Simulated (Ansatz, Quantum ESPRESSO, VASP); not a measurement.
Code comparison for ScIr₃ (Pm-3m, 4 atoms in the cell)

Self-consistent single point.

```
ScIr3
1.0
    3.84833     0.00000     0.00000
    0.00000     3.84833     0.00000
    0.00000     0.00000     3.84833
Sc Ir
1 3
Cartesian
  0.00000   0.00000   0.00000
  0.00000   1.92417   1.92417
  1.92417   0.00000   1.92417
  1.92417   1.92417   0.00000
```

Shared settings, as Ansatz (a program for electronic structure) writes them: kpoints.mp_grid.grid = 6 6 6; magnetization.spin_orbit = true; scf.occupations.method = fermi_dirac; scf.occupations.width = 0.136 eV. Potentials and cutoffs stand in the table.

```
code                                                                                                            model  pressure (GPa)  cutoff
----------------  ---------------------------------------------------------------------------------------------------  --------------  ------
Ansatz                                                   LDA (PW92) with spin-orbit coupling, PAW files made with PBE            5.57  420 eV
Quantum ESPRESSO  LDA (PZ), spin-orbit coupling, PseudoDojo fully relativistic norm-conserving (PBE) pseudopotentials            7.18   80 Ry
VASP                                                LDA (PZ), spin-orbit coupling, VASP's LDA PAW potentials (set 64)            7.16  300 eV
```

The spread over the programs that give each value: pressure within 1.61 GPa.

Ansatz's pressure is given at a fixed set of plane waves, as the other plane-wave codes print theirs; with its correction for the finite basis it is 5.76 GPa. The same LDA comes in different parametrisations, which differ slightly. In the pressure, Ansatz (by 1.59) lies more than 1 GPa from the median of the plane-wave programs.

VASP's run is marked for a possible Pulay error in its stress at this cutoff; no cutoff test was made.

The starting cell comes from a database of computed structures (which also holds hypothetical and non-ambient phases and stackings), without a prior relaxation at this level. Its lattice was rescaled by a random factor within 2.5 % of one.

Left out of this page: Elk and FLEUR (not drawn, or without a comparable value).

Keys are those of Ansatz 0.2.
